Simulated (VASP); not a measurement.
Input:

```yaml
crystal:
  lattice:
    - [0.00000, 3.10302, 3.10302]
    - [3.10302, 0.00000, 3.10302]
    - [3.10302, 3.10302, 0.00000]
  atoms:
    - { symbol: Cd, position: [0.00000, 0.00000, 0.00000] }
    - { symbol: Se, position: [0.25000, 0.25000, 0.25000] }
```

Level of theory: PBE GGA, VASP's PBE PAW potentials (set 64) (plane waves; VASP). Numerical set-up: 520 eV cut-off, Gaussian smearing of 0.050 eV, potentials Cd Se.

Predict the band gap (along the path) with the smallest direct gap where there is one.

| Property | Value |
|---|---|
| band gap (along the path) | 0.48 eV |
| smallest direct gap (along the path) | 0.48 eV |

The absolute energy has meaning only against runs of the same code, potentials and settings.

The compound is CdSe in the zinc blende structure, whereas wurtzite is the usual form. It was relaxed first, which changed the volume by +8 %.
